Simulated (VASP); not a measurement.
Data:

```
CELL_PARAMETERS angstrom
      1.76306    -3.05370     0.00000
      1.76306     3.05370     0.00000
      0.00000     0.00000     4.94954
ATOMIC_POSITIONS crystal
  Pt 0.00000 0.00000 0.00000
  S  0.33333 0.66667 0.24409
  S  0.66667 0.33333 0.75591
```

These are optB88-vdW, VASP's PBE PAW potentials (set 64) (plane waves; VASP) values and carry that method's errors. Run with 520 eV cut-off, 7×7×5 Γ-centred mesh, Gaussian smearing of 0.050 eV, potentials Pt S.

### Question
The ions and cell shape at fixed volume are relaxed. Give the cell that the relaxation ends in.

### Answer

```
CELL_PARAMETERS angstrom
      1.79711    -3.11268     0.00000
      1.79711     3.11268     0.00000
      0.00000     0.00000     4.76377
ATOMIC_POSITIONS crystal
  Pt 0.00000 0.00000 0.00000
  S  0.33333 0.66667 0.25742
  S  0.66667 0.33333 0.74258
```
Space group P-3m1 (164), at a tolerance of 0.03 Å.

### Question
How much energy does the relaxation gain?

### Answer
The energy (σ→0) changes by -24.1 meV/atom, in 6 ionic steps.

```tsv
step	E(σ→0) (eV)	max force (eV/Å)	pressure (GPa)	volume (Å³)
1	-9.6669	0.796	9.34	53.30
2	-9.7205	0.287	5.61	53.30
3	-9.7337	0.141	2.56	53.30
4	-9.7338	0.103	2.82	53.30
5	-9.7382	0.042	2.53	53.30
6	-9.7391	0.001	2.32	53.30
```

The compound is PtS2 in the 1T layered structure. This cell is one point of a volume scan, at 0.94 of the reference volume. Symmetry was kept, so distortions that lower it aren't found.
